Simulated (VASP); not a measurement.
**SrVO3 (cubic perovskite): computed properties**

These are LDA (Ceperley-Alder, Perdew-Zunger), VASP's LDA PAW potentials (set 64) (plane waves; VASP) values and carry that method's errors.

| Item | Value |
|---|---|
| space group | Pm-3m (221) |
| cell | a = 3.781 Å, b = 3.781 Å, c = 3.781 Å, α = 90.00°, β = 90.00°, γ = 90.00° |
| volume per atom | 10.81 Å³/atom |
| band gap (over mesh and band path) | none (metal, semimetal or under 0.01 eV) |
| density | 5.73 g/cm³ |

```
CELL_PARAMETERS angstrom
      3.78130     0.00000     0.00000
      0.00000     3.78130     0.00000
      0.00000     0.00000     3.78130
ATOMIC_POSITIONS crystal
  Sr 0.00000 0.00000 0.00000
  V  0.50000 0.50000 0.50000
  O  0.50000 0.00000 0.50000
  O  0.00000 0.50000 0.50000
  O  0.50000 0.50000 0.00000
```

Measured: a 3.842 Å (computed value off by -1.6 %), as given by Samuel D. Marks et al., Physical Review Materials (2021), arXiv:2103.05797. The calculation is for a static lattice, while the measured a holds thermal and zero-point effects, which are part of the difference.

The compound is SrVO3 in the cubic perovskite structure. It was relaxed first. Symmetry was kept, so distortions that lower it aren't found. The run is not spin-polarised, so no magnetic state was tried. The electron count is odd and the run is not spin-polarised, which forces a metal.
